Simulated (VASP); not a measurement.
Consider the following.

```yaml
crystal:
  lattice:
    - [0.00000, 3.45596, 3.45596]
    - [3.45596, 0.00000, 3.45596]
    - [3.45596, 3.45596, 0.00000]
  atoms:
    - { symbol: Zr, position: [0.50000, 0.50000, 0.50000] }
    - { symbol: Zr, position: [0.75000, 0.75000, 0.75000] }
    - { symbol: Ni, position: [0.12500, 0.12500, 0.12500] }
    - { symbol: Ni, position: [0.62500, 0.12500, 0.12500] }
    - { symbol: Ni, position: [0.12500, 0.12500, 0.62500] }
    - { symbol: Ni, position: [0.12500, 0.62500, 0.12500] }
```

Computed with PBEsol GGA, VASP's PBE PAW potentials (set 64) (plane waves; VASP). Settings: 300 eV cut-off, 7×7×7 Γ-centred mesh, Gaussian smearing of 0.27 eV, potentials Zr_sv Ni.

At this cut-off the stress carries a Pulay error, which pulls relaxed volumes low.

Give the stress tensor in GPa (positive for a compressed cell).

```
-3.33   0.00   0.00
 0.00  -3.33   0.00
 0.00   0.00  -3.33
```
The pressure is its mean diagonal, -3.33 GPa.

The structure comes from a computed database's ZrNi2 entry (Fd-3m); how it stands against other phases isn't given here. The cell was not relaxed at this level. The run is not spin-polarised, so no magnetic state was tried.
